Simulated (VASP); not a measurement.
Output of a VASP run:

File OSZICAR:
```
...
DAV:  13    -0.513847868418E+02   -0.93468E-05   -0.36766E-06   772   0.163E-02
   3 F= -.51384787E+02 E0= -.51384787E+02  d E =-.496785E-01
       N       E                     dE             d eps       ncg     rms          rms(c)
DAV:   1    -0.513817154404E+02    0.30621E-02   -0.14721E+00  1250   0.634E+00    0.164E-01
DAV:   2    -0.513854745622E+02   -0.37591E-02   -0.39464E-02  1262   0.107E+00    0.684E-02
DAV:   3    -0.513854747028E+02   -0.14063E-06   -0.63590E-04  1332   0.162E-01    0.495E-02
DAV:   4    -0.513854288028E+02    0.45900E-04   -0.82177E-05  1052   0.103E-01    0.181E-02
DAV:   5    -0.513854348777E+02   -0.60750E-05   -0.83072E-05  1268   0.556E-02
   4 F= -.51385435E+02 E0= -.51385435E+02  d E =-.503266E-01
       N       E                     dE             d eps       ncg     rms          rms(c)
DAV:   1    -0.513853277032E+02    0.10110E-03   -0.42834E-02  1248   0.108E+00    0.287E-02
DAV:   2    -0.513854401644E+02   -0.11246E-03   -0.11581E-03  1302   0.185E-01    0.112E-02
DAV:   3    -0.513854418449E+02   -0.16805E-05   -0.17451E-05   914   0.266E-02    0.785E-03
DAV:   4    -0.513854433099E+02   -0.14650E-05   -0.30623E-06   760   0.143E-02
   5 F= -.51385443E+02 E0= -.51385443E+02  d E =-.503350E-01
       N       E                     dE             d eps       ncg     rms          rms(c)
DAV:   1    -0.513840680474E+02    0.13738E-02   -0.14190E+00  1204   0.617E+00    0.161E-01
DAV:   2    -0.513875435401E+02   -0.34755E-02   -0.37452E-02  1258   0.106E+00    0.670E-02
DAV:   3    -0.513874845928E+02    0.58947E-04   -0.49273E-04  1372   0.157E-01    0.496E-02
DAV:   4    -0.513873342676E+02    0.15033E-03   -0.16023E-04  1076   0.175E-01    0.148E-02
DAV:   5    -0.513872999919E+02    0.34276E-04   -0.13764E-04  1542   0.116E-01    0.778E-03
DAV:   6    -0.513872877344E+02    0.12258E-04   -0.28493E-05  1036   0.580E-02    0.345E-03
DAV:   7    -0.513872759045E+02    0.11830E-04   -0.17109E-05   942   0.690E-02    0.285E-03
DAV:   8    -0.513872800137E+02   -0.41091E-05   -0.16991E-05   892   0.326E-02
   6 F= -.51387280E+02 E0= -.51387280E+02  d E =-.183670E-02
       N       E                     dE             d eps       ncg     rms          rms(c)
DAV:   1    -0.513864247249E+02    0.85118E-03   -0.49585E-01  1208   0.365E+00    0.961E-02
DAV:   2    -0.513876542506E+02   -0.12295E-02   -0.13287E-02  1220   0.624E-01    0.404E-02
DAV:   3    -0.513876348353E+02    0.19415E-04   -0.17654E-04  1334   0.925E-02    0.301E-02
DAV:   4    -0.513875793701E+02    0.55465E-04   -0.57841E-05  1000   0.104E-01    0.867E-03
DAV:   5    -0.513875670389E+02    0.12331E-04   -0.42961E-05  1058   0.690E-02    0.431E-03
DAV:   6    -0.513875645488E+02    0.24900E-05   -0.17525E-05   982   0.359E-02
   7 F= -.51387565E+02 E0= -.51387565E+02  d E =-.212124E-02
       N       E                     dE             d eps       ncg     rms          rms(c)
DAV:   1    -0.513871119827E+02    0.45506E-03   -0.35703E-01  1212   0.322E+00    0.894E-02
DAV:   2    -0.513880631851E+02   -0.95120E-03   -0.10174E-02  1278   0.554E-01    0.347E-02
DAV:   3    -0.513880668491E+02   -0.36640E-05   -0.14349E-04  1340   0.790E-02    0.252E-02
DAV:   4    -0.513880501653E+02    0.16684E-04   -0.22066E-05  1042   0.578E-02    0.833E-03
DAV:   5    -0.513880506815E+02   -0.51619E-06   -0.25363E-05  1110   0.347E-02
   8 F= -.51388051E+02 E0= -.51388051E+02  d E =-.486133E-03
```

### OUTCAR
```
------------------------ aborting loop because EDIFF is reached ----------------------------------------
  FORCE on cell =-STRESS in cart. coord.  units (eV):
  Direction    XX          YY          ZZ          XY          YZ          ZX
  --------------------------------------------------------------------------------------
  Total       -0.0604625     -5.2935072     -2.4046249      0.0000000      0.0000000      0.0000000
  in kB       -0.2574650    -22.5411159    -10.2395117      0.0000000      0.0000000      0.0000000
  external PRESSURE =     -11.0126976 kB  Pullay stress =       0.0000000 kB
  volume of cell :      376.25
      direct lattice vectors                 reciprocal lattice vectors
     3.273904000  0.000000000  0.000000000     0.305445731  0.000000000  0.000000000
     0.000000000  4.630000000  0.000000000     0.000000000  0.215982721  0.000000000
     0.000000000  0.000000000 24.821713000     0.000000000  0.000000000  0.040287308
 POSITION                                       TOTAL-FORCE (eV/Angst)
 -----------------------------------------------------------------------------------
      0.00000      0.00000      8.39062         0.000000      0.000000      0.027171
      1.63695      2.31500      9.89368         0.000000      0.000000      0.018269
      0.00000      0.00000     11.59886         0.000000      0.000000      0.014802
      1.63695      2.31500     13.22285         0.000000      0.000000     -0.014802
      0.00000      0.00000     14.92804         0.000000      0.000000     -0.018269
      1.63695      2.31500     16.43109         0.000000      0.000000     -0.027171
      1.63695      0.00000      9.91322         0.000000      0.000000      0.007453
      0.00000      2.31500      8.35034         0.000000      0.000000     -0.002528
      1.63695      0.00000     13.22540         0.000000      0.000000      0.013002
      0.00000      2.31500     11.59632         0.000000      0.000000     -0.013002
      1.63695      0.00000     16.47137         0.000000      0.000000      0.002528
      0.00000      2.31500     14.90849         0.000000      0.000000     -0.007453
 -----------------------------------------------------------------------------------
    total drift:                                0.000000      0.000000      0.000000
  FREE ENERGIE OF THE ION-ELECTRON SYSTEM (eV)
  ---------------------------------------------------
  free  energy   TOTEN  =       -51.3880506815 eV

  energy  without entropy=      -51.3880506815  energy(sigma->0) =      -51.38805068

 reached required accuracy - stopping structural energy minimisation
```
(Selected blocks of OUTCAR.)

POSCAR:
```
NaF(110) slab
1
    3.2739040000    -0.0000000000    -0.0000000000
   -0.0000000000     4.6300000000     0.0000000000
    0.0000000000     0.0000000000    24.8217130000
Na F
6 6
Direct
  0.0000000000   0.0000000000   0.3351290000
  0.5000000000   0.5000000000   0.4010770000
  0.0000000000   0.0000000000   0.4670260000
  0.5000000000   0.5000000000   0.5329740000
  0.0000000000   0.0000000000   0.5989230000
  0.5000000000   0.5000000000   0.6648710000
  0.5000000000   0.0000000000   0.4010770000
  0.0000000000   0.5000000000   0.3351290000
  0.5000000000   0.0000000000   0.5329740000
  0.0000000000   0.5000000000   0.4670260000
  0.5000000000   0.0000000000   0.6648710000
  0.0000000000   0.5000000000   0.5989230000
```

Question: Write an INCAR and KPOINTS that could have produced this output.

Answer: This is not unique; one that fits is the input of the run itself, PBEsol GGA, plane waves, VASP's PBE PAW potentials (set 64).

### KPOINTS
```
Automatic mesh
0
Gamma
6 5 1
0 0 0
```

INCAR:
```
ALGO=Normal
DIPOL=0.5 0.5 0.5
EDIFF=1E-5
EDIFFG=-0.03
ENCUT=450
GGA=PS
IBRION=2
IDIPOL=3
ISIF=2
ISMEAR=0
LASPH=.TRUE.
LCHARG=.FALSE.
LDIPOL=.TRUE.
LREAL=.FALSE.
LWAVE=.TRUE.
NELM=100
NELMIN=4
NSW=50
PREC=Normal
SIGMA=0.05
SYSTEM=NaF(110) slab
```

POTCAR, in this order: Na_pv F (PBE.64 set). Program: vasp_std.

At this cut-off the stress carries a Pulay error, which pulls relaxed volumes low.

The cell is a thin slab with vacuum, built from NaF (rock salt): (110) face.
